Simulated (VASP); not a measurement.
A convergence study with VASP on SiC (zinc blende): one setting is varied, all else stays as given below, so the limit is that of these other settings. Each run relaxes cell and ions from the cell shown. The basis is that of the starting cell, so low cut-offs carry a Pulay error.

```
CELL_PARAMETERS angstrom
      0.00000     2.18000     2.18000
      2.18000     0.00000     2.18000
      2.18000     2.18000     0.00000
ATOMIC_POSITIONS crystal
  Si 0.00000 0.00000 0.00000
  C  0.25000 0.25000 0.25000
```

Computed with PBE GGA, VASP's PBE PAW potentials (set 64) (plane waves; VASP 6.6.1). The tightest run used: 800 eV cut-off, 9×9×9 Γ-centred mesh, Gaussian smearing of 0.050 eV, potentials Si C.

Gaps are read on the run's mesh, which can miss a band edge.

**Question.** The settings run are ENCUT = 250; ENCUT = 300; ENCUT = 350; ENCUT = 400; ENCUT = 450; ENCUT = 500; ENCUT = 550; ENCUT = 600; ENCUT = 650; ENCUT = 750; ENCUT = 800. From which on does the relaxed volume stay within 0.1 Å³/atom of the tightest run?…

**Answer.** From ENCUT = 400 on: it is off by 0.053 there and by no more than 0.1 in any finer run, while ENCUT = 350 is off by 0.156.
```csv
setting,relaxed volume (Å³/atom),E (eV/atom),gap on the mesh (eV),plane waves,difference judged (Å³/atom)
ENCUT = 250,9.846,-7.5472,1.384,194,0.647
ENCUT = 300,10.143,-7.5342,1.483,262,0.350
ENCUT = 350,10.337,-7.5325,1.510,331,0.156
ENCUT = 400,10.440,-7.5318,1.503,385,0.053
ENCUT = 450,10.488,-7.5311,1.512,459,0.005
ENCUT = 500,10.499,-7.5303,1.513,534,0.006
ENCUT = 550,10.497,-7.5303,1.513,620,0.004
ENCUT = 600,10.493,-7.5308,1.513,702,0.000
ENCUT = 650,10.490,-7.5316,1.513,797,0.003
ENCUT = 750,10.491,-7.5328,1.514,981,0.002
ENCUT = 800,10.493,-7.5333,1.515,1075,0.000
```

Left out are rungs that failed or repeat a setting and relaxations that didn't move; long series are thinned to 24 rows.

The compound is SiC in the zinc blende structure.
